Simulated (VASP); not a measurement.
# AlN with r2SCAN: from relaxation to properties, part 2 of 2

Aim: relax AlN, then compute properties on the relaxed cell. The start is a cell from a database of measured crystal structures.

VASP 6.6.1; r2SCAN; plane waves and PAW (Al, N).

So far. Step 11 (Volume scan with r2SCAN (run 6)): The run ends at a pressure of -7.74 GPa, with forces up to 0.011 eV/Å. Step 12 (Volume scan with r2SCAN (run 7)): The pressure falls from -7.74 to -11.08 GPa. The parabola predicted -10.98 GPa, +0.10 GPa off. The relaxed cell has a = 3.104, c = 4.978 Å (conventional setting).

The database entry behind the starting cell differs from later determinations by our own check (inner coordinate u about 0.002 short), so it need not match the best structure at ambient conditions.

### 14. Fit for r2SCAN

This step: Birch-Murnaghan fit, r2SCAN; plane waves and PAW (VASP 6.6.1).

This step runs nothing: it gathers the runs above.

This step gave:

| Property | Result |
| --- | --- |
| pressure derivative of the bulk modulus | 3.744 |
| r.m.s. error of the fit | 7.99e-6 eV/atom |
| minimum inside the sampled range | yes |
| bulk modulus | 213.1 GPa |
| equilibrium volume of the fit | 10.39 Å³/atom |

Table of energy above the fitted minimum by volume:

```tsv
volume (Å³/atom)	energy above the fitted minimum (eV/atom)
9.762	0.0282
9.970	0.0123
10.178	0.00309
10.386	-6.6e-6
10.593	0.00247
10.801	0.00998
11.009	0.0221
```

The fitted volume lies +0.08 % from the relaxed one. The atoms bear forces along the scan, since they were held; freeing them would lower the modulus.

### 15. Independent-particle dielectric function (r2SCAN)

This step: r2SCAN; plane waves and PAW (Al, N) (VASP 6.6.1).

LOPTICS sums transitions from filled to empty bands. The mesh is finer than in the run before. NBANDS is raised for it.

Contents of INCAR:

```
SYSTEM = AlN
PREC = Accurate
ENCUT = 520
EDIFF = 1E-06
NELM = 100
ISMEAR = 0
SIGMA = 0.05
LREAL = .FALSE.
ALGO = Normal
METAGGA = R2SCAN
LASPH = .TRUE.
NBANDS = 40
LORBIT = 11
LWAVE = .FALSE.
LCHARG = .FALSE.
KPAR = 4
LOPTICS = .TRUE.
NEDOS = 1500
CSHIFT = 0.1
```

Contents of POSCAR:

```
AlN
1.0
    3.1043381946      0.0000000000      0.0000000000
   -1.5521690973      2.6884357385      0.0000000000
    0.0000000000      0.0000000000      4.9776211759
Al N
2 2
Direct
    0.3333333333      0.6666666667      0.9992580854
    0.6666666667      0.3333333333      0.4992580854
    0.3333333333      0.6666666667      0.3807419146
    0.6666666667      0.3333333333      0.8807419146
```

Contents of KPOINTS:

```
Automatic mesh
0
Gamma
12 12 7
0 0 0
```

The projector-augmented-wave data sets are Al and N (PBE family, release 64).

Started as:

```bash
mpirun -np 4 vasp_std
```

It took 41 s on 4 MPI ranks of Intel Xeon 6975P-C (Granite Rapids), shared host; peak memory 1.1 GiB; 2.7 min of CPU time.

These are independent-particle spectra without excitons or local fields, and fine structure depends on the mesh and on CSHIFT.

Numbers from this step:

```yaml
scf_cycles: 15
bands: 40
irreducible_k_points: 76
free_energy_toten: -38.46 eV
fermi_energy: 6.125 eV
pressure: -0.01512 GPa
gap_on_the_k_mesh: 4.940 eV
least_direct_gap_on_the_k_mesh: 4.940 eV
```

The imaginary dielectric function has structure finer than the step of the table below, so its rows give means over 1 eV, whole bins alone (the curve runs from 0 to 25.0 eV). Peaks (eV: height): xx 8.8: 8.18, 9.3: 6.72, 11.8: 5.96, 12.7: 5.43; zz 7.4: 8.67, 9.6: 4.83, 10.5: 7.67, 12.7: 6.20.

The imaginary dielectric function by photon energy; means over each step:

```tsv
photon energy (eV)	xx	zz
1	0.00700	0.00805
2	0.0154	0.0179
3	0.0274	0.0326
4	0.0503	0.0633
5	0.209	0.384
6	0.901	1.14
7	3.07	5.34
8	6.36	7.67
9	7.01	4.23
10	4.58	4.71
11	4.37	5.44
12	5.11	4.23
13	4.96	5.07
14	4.09	3.84
15	2.91	2.54
16	1.89	1.90
17	1.21	1.26
18	0.973	0.944
19	0.561	0.535
20	0.432	0.462
21	0.378	0.396
22	0.312	0.391
23	0.285	0.347
24	0.242	0.290
```

Table of real dielectric function by photon energy:

```tsv
photon energy (eV)	xx	zz
0.0	4.10	4.27
0.5	4.11	4.28
1.0	4.14	4.31
1.5	4.18	4.36
2.0	4.24	4.43
2.5	4.33	4.54
3.0	4.45	4.68
3.5	4.61	4.86
4.0	4.82	5.12
4.5	5.11	5.49
5.0	5.58	5.98
5.5	6.24	6.17
6.0	6.03	7.03
6.5	7.54	8.27
7.0	7.81	9.30
7.5	7.40	5.91
8.0	5.58	3.61
8.5	4.75	0.939
9.0	1.23	0.899
9.5	1.15	2.89
10.0	0.728	4.14
10.5	1.51	2.55
11.0	2.43	0.715
11.5	2.16	0.919
12.0	0.0403	0.298
12.5	0.716	2.11
13.0	-0.0477	-0.871
13.5	-0.954	-0.621
14.0	-1.40	-1.86
14.5	-1.44	-1.52
15.0	-1.88	-1.49
15.5	-1.62	-1.24
16.0	-1.93	-1.48
16.5	-1.38	-1.19
17.0	-1.43	-1.45
17.5	-0.887	-0.898
18.0	-0.933	-0.850
18.5	-0.904	-0.919
19.0	-0.660	-0.681
19.5	-0.464	-0.383
20.0	-0.364	-0.269
20.5	-0.235	-0.249
21.0	-0.200	-0.0966
21.5	-0.0676	-0.0417
22.0	0.0315	0.0813
22.5	0.0791	0.0542
23.0	0.140	0.119
23.5	0.185	0.130
24.0	0.256	0.224
24.5	0.368	0.269
```

The mean of ε2 over directions passes 5 % of its top at 5.31 eV, against a least direct gap of 4.94 eV on this mesh, so the first direct transitions are weak, forbidden or few.

### 16. Bands along the symmetry lines (r2SCAN), changed input

The mesh alone shows little of the dispersion and can miss band extrema, so KPOINTS_OPT adds a path through the symmetry points after the self-consistent cycle. Some settings are moved from the usual, to see what they do.

Contents of INCAR:

```
SYSTEM = AlN
PREC = Accurate
ENCUT = 520
EDIFF = 1E-05
NELM = 100
ISMEAR = 0
SIGMA = 0.05
LREAL = .FALSE.
ALGO = Normal
METAGGA = R2SCAN
LASPH = .TRUE.
NBANDS = 22
LORBIT = 11
LWAVE = .FALSE.
LCHARG = .FALSE.
KPAR = 4
NELECT = 16.1
AMIX = 0.8
```

POSCAR is that of step 15.

Contents of KPOINTS:

```
Automatic mesh
0
Gamma
8 8 5
0 0 0
```

Contents of KPOINTS_OPT:

```
Line mode
16
Line-mode
Reciprocal
  0.00000000   0.00000000   0.00000000 GAMMA
  0.50000000   0.00000000   0.00000000 M

  0.50000000   0.00000000   0.00000000 M
  0.33333333   0.33333333   0.00000000 K

  0.33333333   0.33333333   0.00000000 K
  0.00000000   0.00000000   0.00000000 GAMMA

  0.00000000   0.00000000   0.00000000 GAMMA
  0.00000000   0.00000000   0.50000000 A

  0.00000000   0.00000000   0.50000000 A
  0.50000000   0.00000000   0.50000000 L

  0.50000000   0.00000000   0.50000000 L
  0.33333333   0.33333333   0.50000000 H

  0.33333333   0.33333333   0.50000000 H
  0.00000000   0.00000000   0.50000000 A

  0.50000000   0.00000000   0.50000000 L
  0.50000000   0.00000000   0.00000000 M

  0.33333333   0.33333333   0.00000000 K
  0.33333333   0.33333333   0.50000000 H
```

Started as:

```bash
mpirun -np 4 vasp_std
```

The job ended after 29 s (4 MPI ranks; peak memory 0.71 GiB; 1.8 min of CPU time).

The run converged; its settings lie outside those of the reference runs, so its numbers are set aside.

Settings moved from the usual: AMIX = 0.8, EDIFF = 1e-05 and NELECT = 16.1.

NELECT differs from the neutral count, so the cell is charged against a uniform background: another system, not a numerical setting. AMIX acts on the way to self-consistency or on speed; a fully converged result doesn't depend on them, though slow mixing can meet EDIFF with the stress still off.

### 17. Summary of results

* relaxed volume: 10.39 Å³/atom
* relaxed conventional cell a, b, c: 3.104, 3.104, 4.978 Å; angles 90.0, 90.0, 120.0°
* space group after relaxing, within 0.02 Å: P6_3mc (No. 186)
* band gap: 4.94 eV, direct
* gap among the points of the DOS mesh alone, an upper bound: 4.94 eV
* bulk modulus from the fit: 213 GPa
* volume from the fit: 10.4 Å³/atom
* strongest peak of ε2, mean over directions: 8.49 eV
* ε1 at zero frequency, no local fields, mean: 4.16

With r2SCAN, AlN relaxes to 10.39 Å³/atom in space group P6_3mc (held by the symmetry of the run), has a direct gap of 4.94 eV and has a bulk modulus of 213 GPa at fixed shape and positions, an upper bound. Against the listed cell the volume lies -0.6 % (a -0.3 %, c -0.1 %). Band structure (r2SCAN): The path shows a direct gap of 4.94 eV (valence top at Γ, conduction bottom at Γ). The scan held shape and positions, so its modulus is an upper bound, and a miss against the measured one is not the functional's alone. Semilocal functionals usually underestimate gaps. No search among competing phases was made, and a listed structure need not be the one stable at ambient conditions. All values are for a static lattice at zero temperature.

[Lines on the potential files, build, host, timing and source positions are cut from VASP's logs without a mark.]

[Logs are printed without paths, hosts, clocks, repeated set-up lines and the standing remarks that a program may print on its own settings, such as how far it seeks lower states.]

[Hosts, paths, dates, database ids (printed as entryN), source tags and the programs' standing remarks are cut or masked in the printed files.]

[A measured line is paired with the nearest computed mode of its activity, which favours agreement.]
